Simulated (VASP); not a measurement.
Method: revPBE GGA, VASP's PBE PAW potentials (set 64) (plane waves; VASP).

VASP input:

**INCAR**
```
SYSTEM = MgS
PREC = Accurate
ENCUT = 520
EDIFF = 1E-7
NELM = 100
ALGO = Normal
LREAL = .FALSE.
LASPH = .TRUE.
ISMEAR = 0
SIGMA = 0.05
GGA = RE
LWAVE = .FALSE.
LCHARG = .FALSE.
ISIF = 2
```

### KPOINTS
```
Automatic mesh
0
Gamma
9 9 9
0 0 0
```

File POSCAR:
```
MgS
1
    0.0000000000     2.6564625682     2.6564625682
    2.6564625682     0.0000000000     2.6564625682
    2.6564625682     2.6564625682     0.0000000000
Mg S
1 1
Direct
  0.0000000000   0.0000000000   0.0000000000
  0.5000000000   0.5000000000   0.5000000000
```

POTCAR, in this order: Mg S (PBE.64 set). Program: vasp_std.

The resulting files:

OSZICAR:
```
       N       E                     dE             d eps       ncg     rms          rms(c)
DAV:   1     0.248296647692E+02    0.24830E+02   -0.38178E+03   568   0.821E+02
DAV:   2    -0.734718051904E+01   -0.32177E+02   -0.29992E+02   768   0.105E+02
DAV:   3    -0.844304732149E+01   -0.10959E+01   -0.10959E+01   672   0.266E+01
DAV:   4    -0.844728749367E+01   -0.42402E-02   -0.42402E-02   904   0.189E+00
DAV:   5    -0.844729223030E+01   -0.47366E-05   -0.47366E-05   696   0.561E-02    0.465E+00
DAV:   6    -0.806513083378E+01    0.38216E+00   -0.10044E+00   576   0.491E+00    0.368E+00
DAV:   7    -0.802615398103E+01    0.38977E-01   -0.25323E-01   720   0.270E+00    0.244E+00
DAV:   8    -0.802794222546E+01   -0.17882E-02   -0.18638E-02   624   0.118E+00    0.971E-01
DAV:   9    -0.802774432167E+01    0.19790E-03   -0.63772E-04   664   0.204E-01    0.335E-01
DAV:  10    -0.802782718050E+01   -0.82859E-04   -0.30028E-04   832   0.117E-01    0.691E-02
DAV:  11    -0.802781714905E+01    0.10031E-04   -0.49147E-05   672   0.351E-02    0.153E-02
DAV:  12    -0.802781740664E+01   -0.25758E-06   -0.19500E-06   696   0.110E-02    0.835E-04
DAV:  13    -0.802781749077E+01   -0.84138E-07   -0.74590E-08   616   0.238E-03
   1 F= -.80278175E+01 E0= -.80278175E+01  d E =-.273949E-11
```

### OUTCAR
```
------------------------ aborting loop because EDIFF is reached ----------------------------------------
  FORCE on cell =-STRESS in cart. coord.  units (eV):
  Direction    XX          YY          ZZ          XY          YZ          ZX
  --------------------------------------------------------------------------------------
  Total       -0.4594298     -0.4594298     -0.4594298      0.0000000      0.0000000      0.0000000
  in kB      -19.6330887    -19.6330887    -19.6330887      0.0000000      0.0000000      0.0000000
  external PRESSURE =     -19.6330887 kB  Pullay stress =       0.0000000 kB
  volume of cell :       37.49
      direct lattice vectors                 reciprocal lattice vectors
     0.000000000  2.656462568  2.656462568    -0.188220232  0.188220232  0.188220232
     2.656462568  0.000000000  2.656462568     0.188220232 -0.188220232  0.188220232
     2.656462568  2.656462568  0.000000000     0.188220232  0.188220232 -0.188220232
 POSITION                                       TOTAL-FORCE (eV/Angst)
 -----------------------------------------------------------------------------------
      0.00000      0.00000      0.00000        -0.000000     -0.000000      0.000000
      2.65646      2.65646      2.65646         0.000000      0.000000      0.000000
 -----------------------------------------------------------------------------------
    total drift:                                0.000000      0.000000      0.000000
  FREE ENERGIE OF THE ION-ELECTRON SYSTEM (eV)
  ---------------------------------------------------
  free  energy   TOTEN  =        -8.0278174908 eV

  energy  without entropy=       -8.0278174908  energy(sigma->0) =       -8.02781749
```
(Selected blocks of OUTCAR.)

The compound is MgS in the rock salt structure. This cell is one point of a volume scan, at 1.03 of the reference volume.
